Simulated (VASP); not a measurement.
Method: LDA (Ceperley-Alder, Perdew-Zunger), VASP's LDA PAW potentials (set 64) (plane waves; VASP 6.6.1).

Input for VASP

POSCAR:
```
NaCl
2.7288020
  0.0000000000   0.9999998821   0.9999998821
  0.9999998821   0.0000000000   0.9999998821
  0.9999998821   0.9999998821   0.0000000000
Na Cl
1 1
Cart
  0.0000000000   0.0000000000   0.0000000000
  0.9999998821   0.9999998821   0.9999998821
```

KPOINTS:
```
Automatic
0
G
  8 8 8
0 0 0
```

### INCAR
```
# general
SYSTEM    =  NaCl
PREC      =  Accurate
ENCUT     =  400
LREAL     =  .FALSE.   # projection in real space or not
LASPH     =  .TRUE.   # aspherical one-centre terms

# electronic loop
EDIFF     =  1E-8   # SCF stop (eV)
NELM      =  100   # most electronic steps
ALGO      =  Normal   # blocked Davidson

# smearing
ISMEAR    =  0
SIGMA     =  0.01

# output
LWAVE     =  .FALSE.
LCHARG    =  .FALSE.

# other
LEPSILON  =  .TRUE.
```

POTCAR, in this order: Na_pv Cl (LDA.64 set). Program: vasp_std.

The resulting files:

File OUTCAR:
```


 HEAD OF MICROSCOPIC STATIC DIELECTRIC TENSOR (INDEPENDENT PARTICLE, excluding Hartree and local field effects)
 ------------------------------------------------------
           2.977174     0.000000     0.000000
           0.000000     2.977174    -0.000000
           0.000000     0.000000     2.977174
 ------------------------------------------------------

 MACROSCOPIC STATIC DIELECTRIC TENSOR (including local field effects in DFT)
 ------------------------------------------------------
           2.670475     0.000000    -0.000000
           0.000000     2.670475    -0.000000
           0.000000     0.000000     2.670475
 ------------------------------------------------------

 PIEZOELECTRIC TENSOR (including local field effects)  for field in x, y, z        (e  Angst)
          XX          YY          ZZ          XY          YZ          ZX
  --------------------------------------------------------------------------------
  x     0.00000     0.00000     0.00000     0.00000     0.00000     0.00000
  y     0.00000     0.00000     0.00000     0.00000     0.00000     0.00000
  z     0.00000     0.00000     0.00000     0.00000     0.00000     0.00000

 PIEZOELECTRIC TENSOR (including local field effects)  for field in x, y, z        (C/m^2)
          XX          YY          ZZ          XY          YZ          ZX
  --------------------------------------------------------------------------------
  x     0.00000     0.00000     0.00000     0.00000     0.00000     0.00000
  y     0.00000     0.00000     0.00000     0.00000     0.00000     0.00000
  z     0.00000     0.00000     0.00000     0.00000     0.00000     0.00000

 BORN EFFECTIVE CHARGES (including local field effects) (in |e|, cummulative output)
 ---------------------------------------------------------------------------------
 ion    1
    1     1.07001     0.00000     0.00000
    2     0.00000     1.07001     0.00000
    3     0.00000     0.00000     1.07001
 ion    2
    1    -1.07001     0.00000     0.00000
    2     0.00000    -1.07001     0.00000
    3     0.00000     0.00000    -1.07001
```
(Selected blocks of OUTCAR.)

OUTCAR:
```
 val. band max:       -0.3320458056   @ k =   0.0000   0.0000   0.0000

 cond. band min:       4.7637610701   @ k =   0.0000   0.0000   0.0000


 Fermi energy:        -0.2604386572

 k-point     1 :       0.0000    0.0000    0.0000
  band No.  band energies     occupation
      1     -20.9538      2.00000
      2     -20.9538      2.00000
      3     -20.9538      2.00000
      4     -13.1672      2.00000
      5      -0.3320      2.00000
      6      -0.3320      2.00000
      7      -0.3320      2.00000
      8       4.7638      0.00000
      9      10.5994      0.00000
     10      10.5994      0.00000
     11      10.5994      0.00000

 k-point     2 :       0.1250    0.0000    0.0000
  band No.  band energies     occupation
      1     -20.9612      2.00000
      2     -20.9544      2.00000
      3     -20.9544      2.00000
      4     -13.1019      2.00000
      5      -0.7905      2.00000
      6      -0.3847      2.00000
      7      -0.3847      2.00000
      8       5.3188      0.00000
      9      10.0431      0.00000
     10      10.8200      0.00000
     11      10.8200      0.00000

 k-point     3 :       0.2500    0.0000    0.0000
  band No.  band energies     occupation
      1     -20.9790      2.00000
      2     -20.9557      2.00000
      3     -20.9557      2.00000
      4     -12.9383      2.00000
      5      -1.6775      2.00000
      6      -0.5070      2.00000
      7      -0.5070      2.00000
      8       6.2984      0.00000
      9       9.6012      0.00000
     10      10.9735      0.00000
     11      10.9735      0.00000

 k-point     4 :       0.3750    0.0000    0.0000
  band No.  band energies     occupation
      1     -20.9963      2.00000
      2     -20.9569      2.00000
      3     -20.9569      2.00000
      4     -12.7655      2.00000
      5      -2.4056      2.00000
      6      -0.6229      2.00000
      7      -0.6229      2.00000
      8       6.7061      0.00000
      9      10.1830      0.00000
...
```

The compound is NaCl in the rock salt structure. It was relaxed first, which changed the volume by -9 %.
